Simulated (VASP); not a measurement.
# NaFeN: hyperfine terms and field gradients, part 2 of 4

Aim: the hyperfine contact terms and the field gradients at the nuclei of NaFeN, by functional. The start is a computed cell from the Materials Project.

VASP 6.6.1, plane waves and PAW; the level of theory is named at each step.

So far: Set-up; Local probes at LDA.

### 2. Local probes at LDA (continued)

Level of this step: LDA, DFT+U (Fe d 8 eV), spin-polarised from a ferromagnetic start; plane waves and PAW (Fe, Na_pv, N) (VASP).

From OUTCAR (step 2):

```text
ion  position               nearest neighbor table
   1  0.000  0.000  0.018-   5 1.78   5 1.78   5 1.78   3 2.91   3 2.91   3 2.91
   2  0.000  0.000  0.518-   6 1.78   6 1.78   6 1.78   4 2.91   4 2.91   4 2.91
   3  0.333  0.667  0.261-   1 2.91   1 2.91   1 2.91
   4  0.667  0.333  0.761-   2 2.91   2 2.91   2 2.91
   5  0.667  0.333  0.066-   1 1.78   1 1.78   1 1.78
   6  0.333  0.667  0.566-   2 1.78   2 1.78   2 1.78

  LATTYP: Found a hexagonal cell.
 ALAT       =     2.9791986867
 C/A-ratio  =     3.2483871597

 Subroutine GETGRP returns: Found 12 space group operations
 (whereof  6 operations were pure point group operations)

The static configuration has the point symmetry C_3v.
 The point group associated with its full space group is C_6v.

 Found     36 irreducible k-points:

   k-points           NKPTS =     36   k-points in BZ     NKDIM =     36   number of bands    NBANDS=     33

   dimension x,y,z NGX =    24 NGY =   24 NGZ =   80
   dimension x,y,z NGXF=    48 NGYF=   48 NGZF=  160

   ENCUT  =  560.0 eV  41.16 Ry    6.42 a.u.   5.75  5.75 18.67*2*pi/ulx,y,z

   NELECT =      40.0000    total number of electrons

 k-points in reciprocal lattice and weights: Automatic mesh
   0.00000000  0.00000000  0.00000000       0.003
   0.11111111 -0.00000000  0.00000000       0.019
   0.22222222  0.00000000  0.00000000       0.019
   0.33333333 -0.00000000  0.00000000       0.019
   0.44444444  0.00000000  0.00000000       0.019
   0.11111111  0.11111111  0.00000000       0.019
   0.22222222  0.11111111  0.00000000       0.037
   0.33333333  0.11111111  0.00000000       0.037
   0.44444444  0.11111111  0.00000000       0.019
[...]
0.33333333  0.22222222  0.50000000       0.037
   0.33333333  0.33333333  0.50000000       0.006

atom =   1  type =  1  l = 2

 onsite density matrix

spin component  1

  1.0643  0.0000  0.0000  0.0153 -0.0000
  0.0000  1.0088 -0.0000 -0.0000  0.0153
  0.0000 -0.0000  0.9560  0.0000 -0.0000
  0.0153 -0.0000  0.0000  1.0088 -0.0000
 -0.0000  0.0153 -0.0000 -0.0000  1.0643

spin component  2

  0.2386  0.0000  0.0000  0.0834 -0.0000
  0.0000  0.1016 -0.0000 -0.0000  0.0834
  0.0000 -0.0000  0.8259  0.0000 -0.0000
  0.0834 -0.0000  0.0000  0.1016 -0.0000
 -0.0000  0.0834 -0.0000 -0.0000  0.2386

 occupancies and eigenvectors

  o =  0.0622  v =  0.0000  0.0000  0.0000  0.0000  0.0000 -0.2914  0.6616  0.0000  0.6160 -0.3130      0.0000  0.0000  0.0000  0.0000  0.0000  0.0000  0.0000  0.0000  0.0000  0.0000
  o =  0.0622  v =  0.0000  0.0000  0.0000  0.0000  0.0000 -0.3130 -0.6160  0.0000  0.6616  0.2914      0.0000  0.0000  0.0000  0.0000  0.0000  0.0000  0.0000  0.0000  0.0000  0.0000
  o =  0.2780  v =  0.0000  0.0000  0.0000  0.0000  0.0000  0.6171  0.3125 -0.0000  0.2919  0.6605      0.0000  0.0000  0.0000  0.0000  0.0000  0.0000  0.0000  0.0000  0.0000  0.0000
  o =  0.2780  v =  0.0000  0.0000  0.0000  0.0000  0.0000 -0.6605  0.2919  0.0000 -0.3125  0.6171      0.0000  0.0000  0.0000  0.0000  0.0000  0.0000  0.0000  0.0000  0.0000  0.0000
  o =  0.8259  v =  0.0000  0.0000  0.0000  0.0000  0.0000  0.0000 -0.0000  1.0000  0.0000 -0.0000      0.0000  0.0000  0.0000  0.0000  0.0000  0.0000  0.0000  0.0000  0.0000  0.0000
  o =  0.9560  v =  0.0000  0.0000 -1.0000 -0.0000 -0.0000  0.0000  0.0000  0.0000  0.0000  0.0000      0.0000  0.0000  0.0000  0.0000  0.0000  0.0000  0.0000  0.0000  0.0000  0.0000
  o =  1.0048  v =  0.1705 -0.7077  0.0000 -0.6608  0.1826  0.0000  0.0000  0.0000  0.0000  0.0000      0.0000  0.0000  0.0000  0.0000  0.0000  0.0000  0.0000  0.0000  0.0000  0.0000
  o =  1.0048  v =  0.1826  0.6608  0.0000 -0.7077 -0.1705  0.0000  0.0000  0.0000  0.0000  0.0000      0.0000  0.0000  0.0000  0.0000  0.0000  0.0000  0.0000  0.0000  0.0000  0.0000
  o =  1.0682  v = -0.6602 -0.1828 -0.0000 -0.1703 -0.7084  0.0000  0.0000  0.0000  0.0000  0.0000      0.0000  0.0000  0.0000  0.0000  0.0000  0.0000  0.0000  0.0000  0.0000  0.0000
  o =  1.0682  v =  0.7084 -0.1703  0.0000  0.1828 -0.6602  0.0000  0.0000  0.0000  0.0000  0.0000      0.0000  0.0000  0.0000  0.0000  0.0000  0.0000  0.0000  0.0000  0.0000  0.0000

atom =   2  type =  1  l = 2

 onsite density matrix

spin component  1

  1.0643 -0.0000  0.0000 -0.0153 -0.0000
 -0.0000  1.0088  0.0000 -0.0000 -0.0153
  0.0000  0.0000  0.9560 -0.0000 -0.0000
 -0.0153 -0.0000 -0.0000  1.0088  0.0000
 -0.0000 -0.0153 -0.0000  0.0000  1.0643

spin component  2

  0.2386 -0.0000  0.0000 -0.0834 -0.0000
 -0.0000  0.1016  0.0000 -0.0000 -0.0834
  0.0000  0.0000  0.8259 -0.0000 -0.0000
 -0.0834 -0.0000 -0.0000  0.1016  0.0000
 -0.0000 -0.0834 -0.0000  0.0000  0.2386

 occupancies and eigenvectors

  o =  0.0622  v =  0.0000  0.0000  0.0000  0.0000  0.0000 -0.2915 -0.6614  0.0000 -0.6162 -0.3129      0.0000  0.0000  0.0000  0.0000  0.0000  0.0000  0.0000  0.0000  0.0000  0.0000
  o =  0.0622  v =  0.0000  0.0000  0.0000  0.0000  0.0000 -0.3129  0.6162  0.0000 -0.6614  0.2915      0.0000  0.0000  0.0000  0.0000  0.0000  0.0000  0.0000  0.0000  0.0000  0.0000
  o =  0.2780  v =  0.0000  0.0000  0.0000  0.0000  0.0000  0.6167 -0.3126 -0.0000 -0.2918  0.6609      0.0000  0.0000  0.0000  0.0000  0.0000  0.0000  0.0000  0.0000  0.0000  0.0000
  o =  0.2780  v =  0.0000  0.0000  0.0000  0.0000  0.0000 -0.6609 -0.2918  0.0000  0.3126  0.6167      0.0000  0.0000  0.0000  0.0000  0.0000  0.0000  0.0000  0.0000  0.0000  0.0000
  o =  0.8259  v =  0.0000  0.0000  0.0000  0.0000  0.0000  0.0000  0.0000  1.0000 -0.0000 -0.0000      0.0000  0.0000  0.0000  0.0000  0.0000  0.0000  0.0000  0.0000  0.0000  0.0000
  o =  0.9560  v =  0.0000 -0.0000 -1.0000  0.0000 -0.0000  0.0000  0.0000  0.0000  0.0000  0.0000      0.0000  0.0000  0.0000  0.0000  0.0000  0.0000  0.0000  0.0000  0.0000  0.0000
  o =  1.0048  v =  0.1705  0.7077  0.0000  0.6608  0.1826  0.0000  0.0000  0.0000  0.0000  0.0000      0.0000  0.0000  0.0000  0.0000  0.0000  0.0000  0.0000  0.0000  0.0000  0.0000
  o =  1.0048  v =  0.1826 -0.6608  0.0000  0.7077 -0.1705  0.0000  0.0000  0.0000  0.0000  0.0000      0.0000  0.0000  0.0000  0.0000  0.0000  0.0000  0.0000  0.0000  0.0000  0.0000
  o =  1.0682  v = -0.6608  0.1826 -0.0000  0.1705 -0.7078  0.0000  0.0000  0.0000  0.0000  0.0000      0.0000  0.0000  0.0000  0.0000  0.0000  0.0000  0.0000  0.0000  0.0000  0.0000
  o =  1.0682  v =  0.7078  0.1705  0.0000 -0.1826 -0.6608  0.0000  0.0000  0.0000  0.0000  0.0000      0.0000  0.0000  0.0000  0.0000  0.0000  0.0000  0.0000  0.0000  0.0000  0.0000

 the core state eigenenergies are
   1-  1s  -6987.5970  2s   -808.9726  2p   -687.6863  3s    -82.8937  3p    -48.9966

   2-  1s  -6987.5970  2s   -808.9726  2p   -687.6863  3s    -82.8937  3p    -48.9966

   3-  1s  -1025.4228  2s    -48.4004
   4-  1s  -1025.4228  2s    -48.4004
   5-  1s   -371.6522
   6-  1s   -371.6522

 E-fermi :   4.7697

 spin component 1
 k-point     1 :       0.0000    0.0000    0.0000
  band No.  band energies     occupation
    ...
     17      -2.4127      1.00000
     18      -2.4127      1.00000
     19      -0.5505      1.00000
     20       0.3415      1.00000
     21       3.4901      1.00000
     22       5.5736      0.00000
     23       5.5736      0.00000
     24       5.5823      0.00000
     25       5.5823      0.00000
     26       5.9070      0.00000
    ...

 k-point     2 :       0.1111   -0.0000    0.0000
  band No.  band energies     occupation
    ...
     17      -2.3254      1.00000
     18      -2.1368      1.00000
     19      -0.3112      1.00000
     20       0.6468      1.00000
     21       3.5982      1.00000
     22       4.9449      0.02922
     23       5.0653      0.00270
     24       5.3397      0.00001
     25       5.3484      0.00001
     26       5.9428      0.00000
    ...

 k-point     3 :       0.2222    0.0000    0.0000
  band No.  band energies     occupation
    ...
     21       3.3209      1.00000
     22       3.5687      1.00000
     23       4.4815      0.99687
     24       4.7342      0.67028
     25       4.7420      0.63510
     26       6.0123      0.00000
     27       9.2035      0.00000
     28      10.6890      0.00000
     29      12.8305      0.00000
     30      13.4205      0.00000
    ...

 k-point     4 :       0.3333   -0.0000    0.0000
  band No.  band energies     occupation
    ...
     20       1.2559      1.00000
     21       2.0960      1.00000
     22       2.5612      1.00000
     23       4.0009      1.00000
     24       4.0059      1.00000
     25       5.2493      0.00007
     26       6.0619      0.00000
     27       9.6197      0.00000
     28      10.4113      0.00000
     29      11.1825      0.00000
    ...

 k-point     5 :       0.4444    0.0000    0.0000
  band No.  band energies     occupation
    ...
     20      -0.1338      1.00000
     21       2.4807      1.00000
     22       2.7200      1.00000
     23       3.4763      1.00000
     24       3.4783      1.00000
     25       6.0938      0.00000
     26       6.4980      0.00000
     27       8.5001      0.00000
     28       8.9903      0.00000
     29      11.1251      0.00000
    ...

 k-point     6 :       0.1111    0.1111    0.0000
  band No.  band energies     occupation
    ...
     19       0.1422      1.00000
     20       1.1275      1.00000
     21       3.6005      1.00000
     22       4.0345      1.00000
     23       4.5209      0.99314
     24       4.8134      0.29451
     25       4.8306      0.22825
     26       5.9952      0.00000
     27       8.9555      0.00000
     28      10.8155      0.00000
    ...

  Total       16.0385059     16.0385059     -0.5646599     -0.0000000      0.0000000      0.0000000
  in kB      345.4440125    345.4440125    -12.1618809     -0.0000000      0.0000000      0.0000000
  external PRESSURE =     226.2420480 kB  Pullay stress =       0.0000000 kB

  energy-cutoff  :      560.00
  volume of cell :       74.39
      direct lattice vectors                 reciprocal lattice vectors
     2.979198687  0.000000000  0.000000000     0.335660728  0.193793812  0.000000000
    -1.489599343  2.580061746  0.000000000     0.000000000  0.387587623  0.000000000
     0.000000000  0.000000000  9.677590760     0.000000000  0.000000000  0.103331503

 POSITION                                       TOTAL-FORCE (eV/Angst)
 -----------------------------------------------------------------------------------
      0.00000      0.00000      0.17581         0.000000     -0.000000     -0.564364
      0.00000      0.00000      5.01460         0.000000      0.000000     -0.564364
     -0.00000      1.72004      2.52285         0.000000     -0.000000     -0.358146
      1.48960      0.86002      7.36165         0.000000      0.000000     -0.358146
      1.48960      0.86002      0.63663        -0.000000      0.000000      0.922510
     -0.00000      1.72004      5.47542        -0.000000      0.000000      0.922510
 -----------------------------------------------------------------------------------
    total drift:                               -0.000000     -0.000000      0.000543

  FREE ENERGIE OF THE ION-ELECTRON SYSTEM (eV)
  ---------------------------------------------------
  free  energy   TOTEN  =       -29.2173348193 eV

  energy  without entropy=      -29.1932945642  energy(sigma->0) =      -29.20531469

 Electric field gradients after diagonalization (V/A^2)
 (convention: |V_zz| > |V_xx| > |V_yy|)
----------------------------------------------------------------------
 ion       V_xx      V_yy      V_zz     asymmetry (V_yy - V_xx)/ V_zz
----------------------------------------------------------------------
   1     -41.528   -41.525    83.053       0.000
   2     -41.528   -41.525    83.053       0.000
   3       9.544     9.542   -19.086       0.000
   4       9.544     9.542   -19.086       0.000
   5     -19.514   -19.512    39.026       0.000
   6     -19.514   -19.512    39.026       0.000
----------------------------------------------------------------------

 Fermi contact (isotropic) hyperfine coupling parameter (MHz)
 -------------------------------------------------------------
  ion      A_pw      A_1PS     A_1AE     A_1c      A_tot
 -------------------------------------------------------------
   1      10.809    10.805    10.399    -9.646    10.402
   2      10.809    10.805    10.399    -9.646    10.402
   3      -0.004    -0.004     0.689    -0.001     0.689
   4      -0.004    -0.004     0.689    -0.001     0.689
   5       0.182     0.185     1.309    -0.185     1.307
   6       0.182     0.185     1.309    -0.185     1.307
 -------------------------------------------------------------

 Total hyperfine coupling parameters after diagonalization (MHz)
 (convention: |A_zz| > |A_xx| > |A_yy|)
 ----------------------------------------------------------------------
  ion      A_xx      A_yy      A_zz     asymmetry (A_yy - A_xx)/ A_zz
 ----------------------------------------------------------------------
   1      12.131     6.943    12.131      -0.428
   2      12.131     6.943    12.131      -0.428
   3       0.622     0.622     0.823      -0.000
   4       0.622     0.622     0.823      -0.000
   5       1.442     1.038     1.442      -0.280
   6       1.442     1.038     1.442      -0.280
 ---------------------------------------------------------------------

 total charge
# of ion       s       p       d       tot
------------------------------------------
    1        0.568   0.768   6.556   7.892
    2        0.568   0.768   6.556   7.892
    3        0.099   6.006   0.000   6.105
    4        0.099   6.006   0.000   6.105
    5        1.252   2.531   0.000   3.783
    6        1.252   2.531   0.000   3.783
--------------------------------------------------
tot          3.839  18.608  13.112  35.559

 magnetization (x)
# of ion       s       p       d       tot
------------------------------------------
    1        0.038   0.087   3.578   3.704
    2        0.038   0.087   3.578   3.704
    3        0.007  -0.002   0.000   0.005
    4        0.007  -0.002   0.000   0.005
    5        0.010   0.063   0.000   0.072
    6        0.010   0.063   0.000   0.072
--------------------------------------------------
tot          0.109   0.296   7.157   7.562

[... 6 further parts left out ...]
```

The magnetic state follows from one typed start and may not be the lowest. These are scalar-relativistic Kohn-Sham levels of the ground state, with no core hole, so they are not binding energies. The atoms bear forces, and field gradients depend strongly on their positions. The PAW data sets were made with PBE, though LDA sets exist; this is a small mismatch.

This step gave:

| Quantity | Value |
| --- | --- |
| free energy (TOTEN) | -29.22 eV |
| energy at zero smearing | -29.21 eV |
| Fermi energy | 4.770 eV |
| pressure | 22.62 GPa |
| moment of the cell, from the last line of the log | 7.421 μB |

Spin moment in the PAW sphere by atom:

```csv
atom,spin moment in the PAW sphere (μB)
Fe1,3.70
Fe2,3.70
Na3,0.01
Na4,0.01
N5,0.07
N6,0.07
```

For a gyromagnetic ratio of 1 MHz/T at every nucleus. The program has divided the terms by the spin of the whole cell, so they fall as a cell holds more magnetic ions. A_tot leaves out the core's term, which the program lists beside it. Hyperfine Fermi contact, by row:

```csv
atom,A_tot (MHz),core term A_1c (MHz),"contact term, their sum (MHz)"
Fe1,10.4,-9.646,0.756
Fe2,10.4,-9.646,0.756
Na3,0.689,-0.001,0.688
Na4,0.689,-0.001,0.688
N5,1.307,-0.185,1.122
N6,1.307,-0.185,1.122
```

The two shallowest core shells; atoms whose shallowest level rounds to another's at 0.01 eV are left out. Core levels, by row:

```csv
atom,shell,level below the Fermi level (eV)
Fe1,3s,87.66
Fe1,3p,53.77
Na3,1s,1030
Na3,2s,53.17
N5,1s,376.4
```

Ordered as |Vzz| ≥ |Vxx| ≥ |Vyy|, the program's way. Electric field gradients, by row:

```csv
atom,Vxx (V/Å²),Vyy (V/Å²),Vzz (V/Å²),asymmetry
Fe1,-41.53,-41.52,83.05,0
Fe2,-41.53,-41.52,83.05,0
Na3,9.544,9.542,-19.09,0
Na4,9.544,9.542,-19.09,0
N5,-19.51,-19.51,39.03,0
N6,-19.51,-19.51,39.03,0
```

The largest gradient is 83.05 V/Å², at Fe1.

(Continued in part 3 of 4.)

[Lines on the potential files, build, host, timing and source positions are cut from VASP's logs without a mark.]

[Logs are printed without paths, hosts, clocks, repeated set-up lines and the standing remarks that a program may print on its own settings, such as how far it seeks lower states.]

[Hosts, paths, dates, database ids (printed as entryN), source tags and the programs' standing remarks are cut or masked in the printed files.]
